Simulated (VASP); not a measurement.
OSZICAR of a VASP run on CdSe (wurtzite):

OSZICAR:
```
       N       E                     dE             d eps       ncg     rms          rms(c)
DAV:   1     0.240643913456E+03    0.24064E+03   -0.17143E+04  1056   0.146E+03
DAV:   2     0.603837966662E+00   -0.24004E+03   -0.23476E+03  1182   0.345E+02
DAV:   3    -0.129786701271E+02   -0.13583E+02   -0.13531E+02  1272   0.815E+01
DAV:   4    -0.131016512513E+02   -0.12298E+00   -0.12294E+00  1152   0.765E+00
DAV:   5    -0.131027129613E+02   -0.10617E-02   -0.10616E-02  1278   0.648E-01    0.813E+00
DAV:   6    -0.123739317357E+02    0.72878E+00   -0.17460E+00  1340   0.139E+01    0.646E+00
DAV:   7    -0.123396948006E+02    0.34237E-01   -0.52504E-01  1164   0.413E+00    0.282E+00
DAV:   8    -0.123358968061E+02    0.37980E-02   -0.61562E-02  1158   0.283E+00    0.354E-01
DAV:   9    -0.123350872950E+02    0.80951E-03   -0.10059E-02  1182   0.129E+00    0.114E-01
DAV:  10    -0.123351224705E+02   -0.35175E-04   -0.88933E-04  1188   0.352E-01    0.688E-02
DAV:  11    -0.123352006567E+02   -0.78186E-04   -0.23070E-04  1164   0.110E-01    0.215E-02
DAV:  12    -0.123351762174E+02    0.24439E-04   -0.11400E-04  1288   0.105E-01    0.683E-03
DAV:  13    -0.123351787742E+02   -0.25568E-05   -0.13798E-05  1158   0.210E-02    0.534E-03
DAV:  14    -0.123351783812E+02    0.39302E-06   -0.15193E-06  1280   0.943E-03    0.269E-03
DAV:  15    -0.123351785935E+02   -0.21225E-06   -0.35778E-07  1158   0.317E-03    0.204E-03
DAV:  16    -0.123351785202E+02    0.73238E-07   -0.23878E-08   684   0.927E-04
   1 F= -.12335179E+02 E0= -.12335179E+02  d E =-.123352E+02
```

Which electronic solver shows in the log?

It is blocked Davidson (ALGO = Normal, or the opening steps of other solvers). The INCAR had ALGO = Normal.

Can the final energy be trusted as converged?

The calculation finished and met its thresholds. It stopped with EDIFF = 1E-7, NELM = 100, NSW = 30 and EDIFFG = -0.01 after 1 ionic step (PBEsol GGA, plane waves, VASP's PBE PAW potentials (set 64)).

The compound is CdSe in the wurtzite structure. This cell is one point of a volume scan, at 1.03 of the reference volume.
